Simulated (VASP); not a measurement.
Data:

```xyz
5
Lattice="-2.1012 2.1012 5.2822 2.1012 -2.1012 5.2822 2.1012 2.1012 -5.2822" Properties=species:S:1:pos:R:3 pbc="T T T"
Pr     0.0000     0.0000     0.0000
Si     2.1012     2.1012     1.1636
Si     0.0000     0.0000     4.1186
Ag     0.0000     2.1012     2.6411
Ag     2.1012     0.0000     2.6411
```

Level of theory: PBEsol GGA, VASP's PBE PAW potentials (set 64) (plane waves; VASP 6.6.1). Settings: 480 eV cut-off, 10×10×10 Γ-centred mesh, first-order Methfessel-Paxton smearing of 0.10 eV, potentials Pr_3 Si Ag.

The 4f electrons are frozen in the core of the lanthanide potential, so 4f levels, which can set the real gap, and their magnetism are missing.

Problem. Give the force on each atom (eV/Å).

Solution. 
| atom | Fx | Fy | Fz |
|---|---|---|---|
| Pr1 | 0.000 | 0.000 | 0.000 |
| Si2 | 0.000 | 0.000 | 0.058 |
| Si3 | 0.000 | 0.000 | -0.058 |
| Ag4 | 0.000 | 0.000 | 0.000 |
| Ag5 | 0.000 | 0.000 | 0.000 |

Problem. Give the stress tensor in GPa (positive for a compressed cell).

Solution. 
```
0.25  0.00  0.00
0.00  0.25  0.00
0.00  0.00  0.30
```
The pressure is its mean diagonal, 0.27 GPa.

The structure comes from a computed database's Ag2PrSi2 entry (I4/mmm); how it stands against other phases isn't given here. It was relaxed first. The electron count is odd and the run is not spin-polarised, which forces a metal.
